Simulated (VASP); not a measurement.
Input:

```yaml
crystal:
  lattice:
    - [3.71406, 0.00000, 0.00000]
    - [0.00000, 4.33823, 0.00000]
    - [0.00000, 0.00000, 18.14450]
  atoms:
    - { symbol: Ge, position: [0.75000, 0.87723, 0.56951] }
    - { symbol: Ge, position: [0.25000, 0.37723, 0.43049] }
    - { symbol: S, position: [0.25000, 0.49737, 0.56036] }
    - { symbol: S, position: [0.75000, 0.99737, 0.43964] }
```

Computed with PBE GGA, VASP's PBE PAW potentials (set 64) (plane waves; VASP 6.6.1). Run with 400 eV cut-off, Gaussian smearing of 0.050 eV, potentials Ge_d S.

The cell holds a wide vacuum, so values per volume refer to the whole cell.

Task: Give the energies of bands 14 to 23 at the high-symmetry points, in eV from the valence-band maximum.

Result: 
```tsv
band	Γ	X	Z	U
14	-4.97	-7.89	-7.66	-7.58
15	-4.12	-3.12	-2.56	-4.42
16	-3.49	-3.12	-2.56	-4.42
17	-3.04	-2.23	-2.08	-3.63
18	-1.65	-2.23	-2.08	-3.63
19	-1.61	-0.96	-0.38	-1.33
20	-0.16	-0.96	-0.38	-1.33
21	1.81	1.91	2.20	3.59
22	2.87	1.91	2.20	3.59
23	3.54	2.71	3.51	4.86
```

The gap is indirect, 1.66 eV, from the valence maximum at Γ-Z at 0.76 to the conduction minimum at Γ-X at 0.81.

The cell is a sheet with vacuum, built from a generated structure.
